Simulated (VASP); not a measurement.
```
MgSb
1.0
    0.00000     2.93571     2.93571
    2.93571     0.00000     2.93571
    2.93571     2.93571     0.00000
Mg Sb
1 1
Direct
  0.00000   0.00000   0.00000
  0.50000   0.50000   0.50000
```

The numbers are results of PBEsol GGA, VASP's PBE PAW potentials (set 64) (plane waves; VASP), not measurements. Numerical set-up: 400 eV cut-off, 10×10×10 Γ-centred mesh, first-order Methfessel-Paxton smearing of 0.10 eV, potentials Mg Sb.

Unless said otherwise, spin-orbit coupling is left out, though it shifts the bands of the heavy elements here.

Q: Predict the energy per atom (σ→0), band gap (on the k-mesh) with the smallest direct gap where there is one.

A: 
```yaml
band gap (on the k-mesh): none (metal, semimetal or under 0.01 eV)
energy per atom (σ→0): -3.291 eV/atom
```

The structure comes from a computed database's MgSb entry (Fm-3m); how it stands against other phases isn't given here. It was relaxed first. The start is the result of an earlier pass. The electron count is odd and the run is not spin-polarised, which forces a metal.
